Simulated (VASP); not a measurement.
Here is the system:

```
CdF2
1.0
    0.00000     2.66032     2.67517
    2.67865     0.00000     2.67517
    2.67865     2.66032     0.00000
Cd F
1 2
Direct
  0.00000   0.00000   0.00000
  0.25000   0.25000   0.25000
  0.74567   0.75433   0.75433
```

Method: PBE GGA, VASP's PBE PAW potentials (set 64) (plane waves; VASP 6.6.1). Numerical set-up: 520 eV cut-off, 6×6×6 Γ-centred mesh, Gaussian smearing of 0.050 eV, potentials Cd F.

Problem. Which forces act on the atoms, in eV/Å?

Solution. 
| atom | Fx | Fy | Fz |
|---|---|---|---|
| Cd1 | 0.079 | 0.000 | 0.000 |
| F2 | 0.049 | 0.000 | 0.000 |
| F3 | -0.128 | 0.000 | 0.000 |

Problem. Give the stress tensor in GPa (positive for a compressed cell).

Solution. 
```
9.25  0.00  0.00
0.00  9.99  0.34
0.00  0.34  9.38
```
The pressure is its mean diagonal, 9.54 GPa.

The compound is CdF2 in the fluorite structure. The cell was not relaxed at this level, atoms are displaced from their ideal sites. The run is one of a series of settings (KPOINTS 6×6×6 Γ-centred mesh against the base run), some of them coarse on purpose.
